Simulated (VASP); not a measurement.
Energy against volume of SrVO$_{3}$ (cubic perovskite). Computed with r2SCAN meta-GGA, VASP's PBE PAW potentials (set 64) (plane waves; VASP). Settings: 520 eV cut-off, 8×8×8 Γ-centred mesh, first-order Methfessel-Paxton smearing of 0.10 eV, potentials Sr_sv V_sv O.

```
V (Å³/atom)  E (eV/atom)
-----------  -----------
10.928         -12.46265
11.266         -12.46997
11.604         -12.46457
11.942         -12.44827
```

Q: Fit these four points and predict the energy of the run at 10.590 Å³/atom.

A: A cubic in V^(−2/3), the third-order Birch-Murnaghan form, passes through the four points with V0 = 11.28 Å³/atom and B0 = 199 GPa, and gives -12.4405 eV/atom there. The run gave -12.4401 eV/atom, +0.4 meV/atom from the fit; all five points give B0 = 201 GPa.

The compound is SrVO3 in the cubic perovskite structure. It was relaxed first. The run is not spin-polarised, so no magnetic state was tried.
